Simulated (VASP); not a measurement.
Data:

```xyz
3
Lattice="0.0000 2.9791 2.9791 2.9791 0.0000 2.9791 2.9791 2.9791 0.0000" Properties=species:S:1:pos:R:3 pbc="T T T"
Al     1.4895     1.4895     1.4895
Al     4.4686     4.4686     4.4686
Au     0.0000     0.0000     0.0000
```

The numbers are results of LDA (Ceperley-Alder, Perdew-Zunger), VASP's LDA PAW potentials (set 64) (plane waves; VASP), not measurements. Settings: 520 eV cut-off, Gaussian smearing of 0.050 eV, potentials Al Au.

Question: Give the energies of bands 2 to 11 at the high-symmetry points, in eV from the Fermi level.

Answer: 
| band | Γ | X | U | L | W |
|---|---|---|---|---|---|
| 2 | -6.71 | -7.19 | -6.88 | -6.51 | -7.14 |
| 3 | -6.71 | -6.27 | -6.68 | -6.46 | -6.42 |
| 4 | -6.71 | -5.88 | -6.00 | -6.46 | -6.32 |
| 5 | -5.72 | -5.88 | -5.65 | -5.60 | -5.88 |
| 6 | -5.72 | -5.41 | -5.62 | -5.60 | -5.26 |
| 7 | 2.29 | -5.08 | -4.65 | -5.53 | -4.04 |
| 8 | 2.99 | -2.11 | -3.40 | 0.38 | -4.04 |
| 9 | 2.99 | -2.11 | -1.36 | 0.38 | -2.19 |
| 10 | 2.99 | 1.38 | 1.92 | 3.30 | 4.23 |
| 11 | 4.04 | 2.13 | 4.45 | 3.73 | 4.23 |

It has no gap at this level: it comes out as a metal or semimetal.

The compound is AuAl2 in the fluorite structure. It was relaxed first. The electron count is odd and the run is not spin-polarised, which forces a metal.
